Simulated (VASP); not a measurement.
An input for Quantum ESPRESSO's pw.x (written as the equivalent of a VASP run, and not itself run):

```
&CONTROL
  calculation = 'scf'
  pseudo_dir = './pseudo'
  outdir = './out'
  tprnfor = .true.
  tstress = .true.
/
&SYSTEM
  ibrav = 0
  nat = 2
  ntyp = 2
  ecutwfc = 96
  occupations = 'smearing'
  smearing = 'methfessel-paxton'
  degauss = 0.00735
  input_dft = 'vdw-df-obk8'
/
&ELECTRONS
  conv_thr = 7.3e-09
  electron_maxstep = 100
/
ATOMIC_SPECIES
  Ga 69.723 Ga.upf
  Co 58.933 Co.upf
CELL_PARAMETERS angstrom
     2.8150513    0.0000000    0.0000000
     0.0000000    2.8150513    0.0000000
     0.0000000    0.0000000    2.8150513
ATOMIC_POSITIONS crystal
  Ga   0.5000000  0.5000000  0.5000000
  Co   0.0000000  0.0000000  0.0000000
K_POINTS automatic
  13 13 13 0 0 0
```

Task: Translate this input to VASP (INCAR, KPOINTS, POSCAR, choice of POTCAR).

Result: Several could match; the one computed here: 
### POSCAR
```
CoGa
1
    2.8150513279     0.0000000000     0.0000000000
    0.0000000000     2.8150513279     0.0000000000
    0.0000000000     0.0000000000     2.8150513279
Ga Co
1 1
Direct
  0.5000000000   0.5000000000   0.5000000000
  0.0000000000   0.0000000000   0.0000000000
```

### KPOINTS
```
kpoints
0
G
13 13 13
```

INCAR:
```
AGGAC = 0.0
ALGO = Normal
EDIFF = 1E-7
ENCUT = 520
GGA = BO
ISIF = 2
ISMEAR = 1
LASPH = .TRUE.
LCHARG = .FALSE.
LMAXMIX = 4
LREAL = .FALSE.
LUSE_VDW = .TRUE.
LWAVE = .FALSE.
NELM = 100
PARAM1 = 0.1833333333
PARAM2 = 0.22
PREC = Accurate
SIGMA = 0.1
SYSTEM = CoGa
```

POTCAR, in this order: Ga_d Co (PBE.64 set). Program: vasp_std.

Limits of the translation: the potentials are each code's own (VASP's PAW set, PseudoDojo norm-conserving files in pw.x), so ENCUT and ecutwfc are chosen apart and not converted; conv_thr bounds pw.x's estimated SCF error, while EDIFF bounds the energy change between steps.

The compound is CoGa in the CsCl type structure. This cell is one point of a volume scan, at 0.94 of the reference volume.
